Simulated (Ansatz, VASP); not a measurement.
# Sc2CSO (Sc2COS MXene monolayer): VASP beside Ansatz, part 2 of 2

Aim: how closely do two programs agree when they are given the same cell, functional and k mesh? The structure shown is the start of the Ansatz relaxation below; VASP solves that cell, so the two are compared at the walk's first step.

VASP 6.6.1 and Ansatz 0.2.0.

So far: The structure; Ansatz: relaxation, PBE with D3(BJ).

### Step 3. VASP: single point, PBE with D3(BJ), start cell

Level of this step: PBE with D3(BJ); plane waves and PAW (S, Sc_sv, C, O) (VASP).

The same cell, functional, mesh and smearing now go to VASP, with its own data sets.

Lines of VASP's logs that name or quote its potential files are left out, and so is its time.

File INCAR:

```
SYSTEM = Sc2CSO
PREC = Accurate
ENCUT = 520
EDIFF = 1E-06
NELM = 120
ISMEAR = -1
SIGMA = 0.05
LREAL = .FALSE.
ALGO = Normal
GGA = PE
IVDW = 12
NBANDS = 25
LASPH = .TRUE.
LORBIT = 11
LWAVE = .FALSE.
LCHARG = .FALSE.
ISIF = 2
LDIPOL = .TRUE.
IDIPOL = 3
DIPOL = 0.5 0.5 0.505
LVHAR = .TRUE.
GGA_COMPAT = .FALSE.
NELMDL = -8
KPAR = 2
```

File POSCAR:

```
Sc2CSO
1.0
    3.2260800000      0.0000000000      0.0000000000
   -1.6130400000      2.7938670000      0.0000000000
    0.0000000000      0.0000000000     41.9830370000
S Sc C O
1 2 1 1
Direct
    0.3333333333      0.6666666667      0.4346993763
    0.6666666667      0.3333333333      0.4772230746
    0.3333333333      0.6666666667      0.5378630422
    0.0000000000      0.0000000000      0.5075430584
    0.6666666667      0.3333333333      0.5653006237
```

File KPOINTS:

```
Automatic mesh
0
Gamma
12 12 1
0 0 0
```

PAW data sets: S, Sc_sv, C and O (PBE family, release 64).

The run is started by

```sh
mpirun -np 2 vasp_std
```

Numbers of over 12 decimals in the logs are rounded to 6 here.

Log:

```text
[banner, memory and clock lines left out]
running    2 mpi-ranks, on    1 nodes
 distrk:  each k-point on    1 cores,    2 groups
 distr:  one band on    1 cores,    1 groups

 POSCAR found type information on POSCAR S ScC O
 POSCAR found :  4 types and       5 ions
 LDA part: xc-table for (Slater+PW92), standard interpolation
 POSCAR, INCAR and KPOINTS ok, starting setup
 FFT: planning ... GRIDC
 FFT: planning ... GRID_SOFT
 FFT: planning ... GRID
 WAVECAR not read
 entering main loop
       N       E                     dE             d eps       ncg     rms          rms(c)
DAV:   1     0.555060682452E+03    0.55506E+03   -0.16058E+04  1174   0.116E+03
DAV:   2     0.521633279583E+02   -0.50290E+03   -0.49223E+03  1286   0.453E+02
DAV:   3    -0.383172377982E+02   -0.90481E+02   -0.86764E+02  1627   0.178E+02
DAV:   4    -0.457286695534E+02   -0.74114E+01   -0.72720E+01  1387   0.457E+01
DAV:   5    -0.460131569445E+02   -0.28449E+00   -0.28364E+00  1588   0.104E+01
DAV:   6    -0.460169689487E+02   -0.38120E-02   -0.38106E-02  1556   0.140E+00
DAV:   7    -0.460170809831E+02   -0.11203E-03   -0.11202E-03  1588   0.228E-01
DAV:   8    -0.460170845337E+02   -0.35506E-05   -0.35503E-05  1564   0.430E-02    0.219E+01
DAV:   9    -0.541255615328E+02   -0.81085E+01   -0.20631E+02  1716   0.843E+01    0.331E+01
DAV:  10    -0.412941286448E+02    0.12831E+02   -0.55003E+02  1715   0.801E+01    0.118E+01
DAV:  11    -0.384658463101E+02    0.28283E+01   -0.36482E+01  1570   0.419E+01    0.964E+00
DAV:  12    -0.370796904154E+02    0.13862E+01   -0.82996E+00  1451   0.201E+01    0.408E+00
DAV:  13    -0.362414811354E+02    0.83821E+00   -0.21936E+00  1652   0.988E+00    0.230E+00
DAV:  14    -0.362084592464E+02    0.33022E-01   -0.40421E+00  1708   0.738E+00    0.350E+00
[...]
DAV:  26    -0.358438279480E+02   -0.14554E-03   -0.96258E-05  1532   0.683E-02    0.292E-02
DAV:  27    -0.358439053161E+02   -0.77368E-04   -0.32532E-04  1732   0.894E-02    0.345E-02
DAV:  28    -0.358439401262E+02   -0.34810E-04   -0.13036E-04  1220   0.475E-02    0.505E-03
DAV:  29    -0.358439524234E+02   -0.12297E-04   -0.88235E-06  1148   0.181E-02    0.496E-03
DAV:  30    -0.358439694043E+02   -0.16981E-04   -0.13549E-06   876   0.927E-03    0.309E-03
DAV:  31    -0.358439875210E+02   -0.18117E-04   -0.46013E-06  1105   0.106E-02    0.578E-03
DAV:  32    -0.358439924612E+02   -0.49403E-05   -0.34826E-06   849   0.829E-03    0.197E-03
DAV:  33    -0.358439927180E+02   -0.25681E-06   -0.22491E-07   601   0.566E-03
   1 F= -.37066153E+02 E0= -.37047385E+02  d E =-.375360E-01
```

From OUTCAR (step 3):

```text
ion  position               nearest neighbor table
   1  0.333  0.667  0.435-   2 2.58   2 2.58   2 2.58
   2  0.667  0.333  0.477-   4 2.26   4 2.26   4 2.26   1 2.58   1 2.58   1 2.58   3 3.15   3 3.15
                             3 3.15
   3  0.333  0.667  0.538-   5 2.19   5 2.19   5 2.19   4 2.26   4 2.26   4 2.26   2 3.15   2 3.15
                             2 3.15
   4  0.000  0.000  0.508-   3 2.26   2 2.26   3 2.26   2 2.26   3 2.26   2 2.26
   5  0.667  0.333  0.565-   3 2.19   3 2.19   3 2.19

  LATTYP: Found a hexagonal cell.
 ALAT       =     3.2260800000
 C/A-ratio  =    13.0136379135

 Subroutine GETGRP returns: Found  6 space group operations
 (whereof  6 operations were pure point group operations)

The static configuration has the point symmetry C_3v.

 Found     19 irreducible k-points:

   k-points           NKPTS =     19   k-points in BZ     NKDIM =     19   number of bands    NBANDS=     25

   dimension x,y,z NGX =    24 NGY =   24 NGZ =  320
   dimension x,y,z NGXF=    48 NGYF=   48 NGZF=  640

   ENCUT  =  520.0 eV  38.22 Ry    6.18 a.u.   6.00  6.00 78.06*2*pi/ulx,y,z

   NELECT =      38.0000    total number of electrons

 k-points in reciprocal lattice and weights: Automatic mesh
   0.00000000  0.00000000  0.00000000       0.007
   0.08333333  0.00000000  0.00000000       0.042
   0.16666667 -0.00000000  0.00000000       0.042
   0.25000000  0.00000000  0.00000000       0.042
   0.33333333  0.00000000  0.00000000       0.042
   0.41666667 -0.00000000  0.00000000       0.042
   0.50000000  0.00000000  0.00000000       0.021
   0.08333333  0.08333333  0.00000000       0.042
   0.16666667  0.08333333  0.00000000       0.083
[...]
0.33333333  0.25000000  0.00000000       0.083
   0.33333333  0.33333333  0.00000000       0.014

 dipolmoment           0.000000      0.000000      0.097571 electrons x Angstroem

 average (electrostatic) potential at core
       1 -96.2001       2 -54.5618       3 -54.1568       4 -58.3745       5 -79.0071

 E-fermi :  -5.5631

 k-point     1 :       0.0000    0.0000    0.0000
  band No.  band energies     occupation
    ...
     13      -7.2928      2.00000
     14      -6.9034      2.00000
     15      -6.9034      2.00000
     16      -5.5267      0.65108
     17      -5.5267      0.65108
     18      -5.4894      0.37237
     19      -4.0804      0.00000
     20      -4.0804      0.00000
     21      -2.1195      0.00000
     22      -2.0149      0.00000
    ...

 k-point     2 :       0.0833    0.0000    0.0000
  band No.  band energies     occupation
    ...
     13      -7.3886      2.00000
     14      -6.8848      2.00000
     15      -6.8698      2.00000
     16      -5.8521      1.99384
     17      -5.5481      0.85124
     18      -5.3137      0.01354
     19      -4.6281      0.00000
     20      -4.2753      0.00000
     21      -2.2356      0.00000
     22      -1.8844      0.00000
    ...

 k-point     3 :       0.1667   -0.0000    0.0000
  band No.  band energies     occupation
    ...
     14      -7.0219      2.00000
     15      -6.7884      2.00000
     16      -6.2279      2.00000
     17      -5.7149      1.90837
     18      -5.6233      1.53851
     19      -5.2969      0.00969
     20      -4.6587      0.00000
     21      -2.6329      0.00000
     22      -1.6698      0.00000
     23      -1.5006      0.00000
    ...

 Edisp (eV)   -1.22216

  Total       1.65525     1.65525     0.30481    -0.00000    -0.00000     0.00000
  in kB       7.00839     7.00839     1.29059    -0.00000    -0.00000     0.00000
  external pressure =        5.10 kB  Pullay stress =        0.00 kB

  energy-cutoff  :      520.00
  volume of cell :      378.40
      direct lattice vectors                 reciprocal lattice vectors
     3.226080000  0.000000000  0.000000000     0.309973714  0.178963422  0.000000000
    -1.613040000  2.793867000  0.000000000     0.000000000  0.357926845  0.000000000
     0.000000000  0.000000000 41.983037000     0.000000000  0.000000000  0.023819144

 POSITION                                       TOTAL-FORCE (eV/Angst)
 -----------------------------------------------------------------------------------
     -0.00000      1.86258     18.25000        -0.000000     -0.000000      0.203798
      1.61304      0.93129     20.03527         0.000000     -0.000000     -0.959534
     -0.00000      1.86258     22.58112        -0.000000      0.000000      4.997788
      0.00000      0.00000     21.30820        -0.000000     -0.000000     -1.515959
      1.61304      0.93129     23.73304         0.000000     -0.000000     -2.726092
 -----------------------------------------------------------------------------------
    total drift:                               -0.000000      0.000004     -0.000666

  FREE ENERGIE OF THE ION-ELECTRON SYSTEM (eV)
  ---------------------------------------------------
  free  energy   TOTEN  =       -37.0661531108 eV

  energy  without entropy=      -37.0286171551  energy(sigma->0) =      -37.04738513

 vacuum level on the upper side and lower side of the slab         3.035         1.078

 total charge
# of ion       s       p       d       tot
------------------------------------------
    1        1.378   2.269   0.000   3.646
    2        2.228   6.243   1.214   9.685
    3        2.218   6.247   1.138   9.603
    4        0.913   1.462   0.000   2.375
    5        1.583   3.294   0.000   4.877
--------------------------------------------------
tot          8.320  19.515   2.353  30.187

[... 3 further parts left out ...]
```

### Step 4. Differences

Known differences besides the potentials themselves: Ansatz cuts the interaction across the vacuum, VASP repeats the sheet with a dipole correction; the cutoff is 420 eV in Ansatz and 520 eV in VASP. Total energies have different zeros and are not compared.

Forces (eV/Å; atoms numbered as in POSCAR):

```
atom        Ansatz x, y, z          VASP x, y, z
  S1   0.000, 0.000, 0.224   0.000, 0.000, 0.204
 Sc2  0.000, 0.000, -0.927  0.000, 0.000, -0.960
 Sc3   0.000, 0.000, 5.007   0.000, 0.000, 4.998
  C4  0.000, 0.000, -1.518  0.000, 0.000, -1.516
  O5  0.000, 0.000, -2.786  0.000, 0.000, -2.726
```

The forces differ by 19 meV/Å r.m.s., which is 1.2 % of the r.m.s. force of 1.542 eV/Å (both taken over all components). With vacuum in the cell, a pressure given here is an average over mostly empty space and none of the material.

### Step 5. Summary of results

| Property | Result |
| --- | --- |
| r.m.s. force difference (single point, PBE with D3(BJ), start cell) | 1.2 % of the r.m.s. force |

The r.m.s. force difference is 1.2 % of the r.m.s. force (single point, PBE with D3(BJ), start cell), within the 3 % picked in this series as the mark of a large difference. 1 further run of this series is not shown here. Such differences can come from data sets, numerical settings and the points named under the comparisons, not from the functional's error against experiment.

[Lines on the potential files, build, host, timing and source positions are cut from VASP's logs without a mark.]

[Logs are printed without paths, hosts, clocks, repeated set-up lines and the standing remarks that a program may print on its own settings, such as how far it seeks lower states.]

[Hosts, paths, dates, database ids (printed as entryN), source tags and the programs' standing remarks are cut or masked in the printed files.]
